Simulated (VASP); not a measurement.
# CsSnI3: excitons from the Bethe-Salpeter equation, part 3 of 3

Wanted: the lowest vertical excitons of CsSnI3 and its absorption. The cell has space group P4/mbm. The start is a cell from a database of measured crystal structures.

VASP 6.6.1, plane waves and PAW; the level of theory is named at each step.

So far, lowest excitation (eV): step 5 (BSE, Tamm-Dancoff) 0.718.

### Step 6. Without the electron-hole attraction

This step: BSE on G0W0 on LDA, without the electron-hole attraction; plane waves and PAW (Cs_sv_GW, Sn_d_GW, I_GW) (VASP 6.6.1).

LADDER = .FALSE. removes the attraction and keeps the local fields, which shows what the attraction does.

The input, INCAR:

```
SYSTEM = CsSnI3
PREC = Accurate
ENCUT = 300
ISMEAR = 0
SIGMA = 0.01
LREAL = .FALSE.
GGA = CA
NBANDS = 1072
ALGO = BSE
NBANDSO = 4
NBANDSV = 4
OMEGAMAX = 25
NEDOS = 1000
CSHIFT = 0.1
PRECFOCK = Fast
LWAVE = .FALSE.
LCHARG = .FALSE.
ENCUTGW = 100
ANTIRES = 0
LADDER = .FALSE.
```

The input, POSCAR:

```
CsSnI3
1.0
    8.7182000000      0.0000000000      0.0000000000
    0.0000000000      8.7182000000      0.0000000000
    0.0000000000      0.0000000000      6.1908000000
Cs Sn I
2 2 6
Direct
    0.5000000000      0.0000000000      0.0000000000
    0.0000000000      0.5000000000      0.0000000000
    0.0000000000      0.0000000000      0.5000000000
    0.5000000000      0.5000000000      0.5000000000
    0.0000000000      0.0000000000      0.0000000000
    0.5000000000      0.5000000000      0.0000000000
    0.7763000000      0.2763000000      0.5000000000
    0.7237000000      0.7763000000      0.5000000000
    0.2237000000      0.7237000000      0.5000000000
    0.2763000000      0.2237000000      0.5000000000
```

The input, KPOINTS:

```
Automatic mesh
0
Gamma
2 2 4
0 0 0
```

The projector-augmented-wave data sets are Cs_sv_GW, Sn_d_GW and I_GW (LDA family, release 64).

Command:

```sh
$ mpirun -np 16 vasp_std
```

The program printed:

```text
[banner, memory and clock lines left out]
 LDA part: xc-table for (Slater(with rela. corr.)+CA(PZ))
 , standard interpolation
 found WAVECAR, reading the header
 POSCAR, INCAR and KPOINTS ok, starting setup
 FFT: planning ... GRIDC
 FFT: planning ... GRID_SOFT
 FFT: planning ... GRID
 reading WAVECAR
 the WAVECAR file was read successfully
 initial charge from wavefunction
 available memory per node:     40.63 GB, setting MAXMEM to     41601

 Doing            0  frequencies on each core in blocks of            0
 parallelization over k-points
 Using distributed matrix
 Using distributed eigensolver
 allocating two-electron 4 orbital integral table    4    4    4    4
 BSE setting up matrix
 available memory per node:     40.54 GB, setting MAXMEM to     41513
 Calculate matrix elements of the BSE Hamiltonian:
 Workload is divided into blocks of two-electron 4 orbital integrals computed in
  parallel.
 Each block/integral has dimensions  of (   4,   4,   4,   4) orbitals
 Total number of blocks/integrals:                  136
 Number of spins:                                     1
 Number of kpoints:                                  16
 Spin channel:                                        1
  Number of blocks of unoccupied bands:               1
  Number of blocks of occupied bands:                 1
 Number of rows/columns of blocks:                   16

                                                        Time (sec)
               Integrals                 Ranks       Real         CPU
  [         1 -        128/       136]    16         0.50        0.00
  [       129 -        136/       136]    16         0.56        0.00

[... 7 parts as in an earlier step ...]
```

Wall time 12 s (16 MPI ranks of AMD EPYC 7R43, shared host); peak memory 5.3 GiB; 3 min of CPU time.

OUTCAR, selected parts (step 6):

```text
   NELECT =      88.0000    total number of electrons

 E-fermi :   2.9816

[... 9 parts as in an earlier step ...]

[... 1 further part left out ...]
```

This step gave:

| Quantity | Value |
| --- | --- |
| lowest excitation | 0.7895 eV |

The imaginary dielectric function has structure finer than the step of the table below, so its rows give means over 0.5 eV, whole bins alone (the curve runs from 0 to 25 eV). Peaks (eV: height): xx 0.88: 160, 1.80: 30.8; zz 0.80: 256, 2.63: 47.2.

From 4 filled and 4 empty bands alone, without any pair above OMEGAMAX = 25 eV, so strength is missing wherever others contribute; lines are broadened by CSHIFT, which also makes the tail under the first line. Imaginary dielectric function against photon energy; means over each step:

```tsv
photon energy (eV)	xx	zz
0.5	22.6	52.3
1.0	72.1	88.7
1.5	9.49	6.29
2.0	22.9	12.6
2.5	6.20	22.8
3.0	10.3	8.56
3.5	6.27	3.93
4.0	0.867	0.815
4.5	0.417	0.393
5.0	0.650	0.418
5.5	1.73	0.607
6.0	0.823	0.138
6.5	0.142	0.0842
7.0	0.0762	0.0619
7.5	0.0530	0.0479
8.0	0.0401	0.0382
8.5	0.0315	0.0311
9.0	0.0255	0.0257
9.5	0.0211	0.0215
10.0	0.0177	0.0182
10.5	0.0150	0.0156
```

The lowest excitation lies at 0.789 eV, +71 meV against the Tamm-Dancoff singlet. Peak heights aren't converged with the mesh, least of all at the onset.

### Step 7. Independent quasiparticles

This step: BSE on G0W0 on LDA, independent quasiparticles; plane waves and PAW (Cs_sv_GW, Sn_d_GW, I_GW) (VASP 6.6.1).

With LADDER and LHARTREE off the pairs don't interact at all, so the lowest line must equal the direct gap.

INCAR, as its differences from that of step 6:

```diff
@@ -20 +20,2 @@
 LADDER = .FALSE.
+LHARTREE = .FALSE.
```

POSCAR is that of step 6.

KPOINTS is that of step 6.

Command:

```sh
$ mpirun -np 16 vasp_std
```

The program printed:

```text
[banner, memory and clock lines left out]
 LDA part: xc-table for (Slater(with rela. corr.)+CA(PZ))
 , standard interpolation
 found WAVECAR, reading the header
 POSCAR, INCAR and KPOINTS ok, starting setup
 FFT: planning ... GRIDC
 FFT: planning ... GRID_SOFT
 FFT: planning ... GRID
 reading WAVECAR
 the WAVECAR file was read successfully
 initial charge from wavefunction
 available memory per node:     40.55 GB, setting MAXMEM to     41521

 Doing            0  frequencies on each core in blocks of            0
 parallelization over k-points
 Using distributed matrix
 Using distributed eigensolver
 allocating two-electron 4 orbital integral table    4    4    4    4
 BSE setting up matrix
 available memory per node:     40.47 GB, setting MAXMEM to     41436
 Calculate matrix elements of the BSE Hamiltonian:
 Workload is divided into blocks of two-electron 4 orbital integrals computed in
  parallel.
 Each block/integral has dimensions  of (   4,   4,   4,   4) orbitals
 Total number of blocks/integrals:                  136
 Number of spins:                                     1
 Number of kpoints:                                  16
 Spin channel:                                        1
  Number of blocks of unoccupied bands:               1
  Number of blocks of occupied bands:                 1
 Number of rows/columns of blocks:                   16

                                                        Time (sec)
               Integrals                 Ranks       Real         CPU
  [         1 -        128/       136]    16         0.08        0.00
  [       129 -        136/       136]    16         0.08        0.00

[... 7 parts as in an earlier step ...]
```

It took 11 s on 16 MPI ranks; peak memory 5.3 GiB.

From OUTCAR (step 7):

```text
   NELECT =      88.0000    total number of electrons

 E-fermi :   2.9816

[... 9 parts as in an earlier step ...]

[... 1 further part left out ...]
```

This step gave:

| Item | Value |
| --- | --- |
| lowest excitation | 0.7685 eV |

The imaginary dielectric function has structure finer than the step of the table below, so its rows give means over 0.5 eV, whole bins alone (the curve runs from 0 to 25 eV). Peaks (eV: height): xx 0.80: 173, 1.80: 34.1; zz 0.75: 256, 2.63: 38.8.

From 4 filled and 4 empty bands alone, without any pair above OMEGAMAX = 25 eV, so strength is missing wherever others contribute; lines are broadened by CSHIFT, which also makes the tail under the first line. Table of imaginary dielectric function by photon energy; means over each step:

```tsv
photon energy (eV)	xx	zz
0.5	27.9	62.5
1.0	70.7	81.6
1.5	10.7	6.11
2.0	21.1	13.4
2.5	4.78	21.2
3.0	9.83	6.60
3.5	5.17	3.40
4.0	0.721	0.742
4.5	0.352	0.330
5.0	0.655	0.352
5.5	1.63	0.536
6.0	0.610	0.125
6.5	0.124	0.0782
7.0	0.0690	0.0578
7.5	0.0487	0.0450
8.0	0.0371	0.0360
8.5	0.0293	0.0293
9.0	0.0238	0.0243
9.5	0.0197	0.0203
10.0	0.0165	0.0173
```

The lowest excitation lies at 0.768 eV, +50 meV against the Tamm-Dancoff singlet. Peak heights aren't converged with the mesh, least of all at the onset.

### Step 8. Summary

This step: BSE on G0W0 on LDA; plane waves and PAW (VASP 6.6.1).

Derived from the runs above.

Cost is wall time times ranks on a shared host, for this step alone, without the steps before it. Excitations by level:

```tsv
level	first excitation (eV)	cost (core minutes)
BSE, Tamm-Dancoff	0.7182	4
without the electron-hole attraction	0.7895	3.2
independent quasiparticles	0.7685	3.04
```

### Step 9. Summary of results

```json
{
 "BSE, Tamm-Dancoff": "lowest vertical excitation 0.718 eV; direct gap 0.768 eV",
 "without the electron-hole attraction": "lowest vertical excitation 0.789 eV; direct gap 0.768 eV",
 "independent quasiparticles": "lowest vertical excitation 0.768 eV; direct gap 0.768 eV"
}
```

What this shows: The Bethe-Salpeter equation puts the lowest vertical singlet excitation at 0.718 eV, 0.05 eV below the direct gap of 0.768 eV; the states within 10 meV of it carry 68 % of the strength of the strongest such group among the lowest 40 states. The attraction moves the centre of weight of eps2 xx over the computed range by -0.30 eV against the run without the attraction. The spectra were run on one mesh, so the distance from the gap isn't shown to be converged; coarse meshes tend to overstate it. Bands, response cutoff and mesh of the GW step weren't tested in this session. The orbitals give an independent-particle dielectric component as large as 184 on this mesh, where the few k points at the small direct gap weigh too much; the screening isn't converged. Only the bands set by NBANDSO and NBANDSV form pairs, and any pair above OMEGAMAX = 25 eV is dropped, so the spectrum is that of this window; the window can cut degenerate bands, and the ratio of directions in the curves is that of the window, not of the crystal. VASP warned in the GW step that its automatic frequency mesh may not suit quasiparticle energies. Spin-orbit coupling is left out; with Cs, Sn and I in the cell it can split or shift band edges, by an amount that depends on which atoms form them and isn't tested here. Not tabulated here, as repeats of values shown or as unfit to read for their mesh, reference level or band range: eps2 curves (empty bands); eps1 curves and static values (BSE, empty bands, independent quasiparticles, without the electron-hole attraction); line lists of runs without attraction (independent quasiparticles, without the electron-hole attraction).

[Lines on the potential files, build, host, timing and source positions are cut from VASP's logs without a mark.]

[Logs are printed without paths, hosts, clocks, repeated set-up lines and the standing remarks that a program may print on its own settings, such as how far it seeks lower states.]

[Hosts, paths, dates, database ids (printed as entryN), source tags and the programs' standing remarks are cut or masked in the printed files.]

[Pressures printed for these runs are not shown converged in the cutoff: they can be off by several GPa and have the wrong sign.]
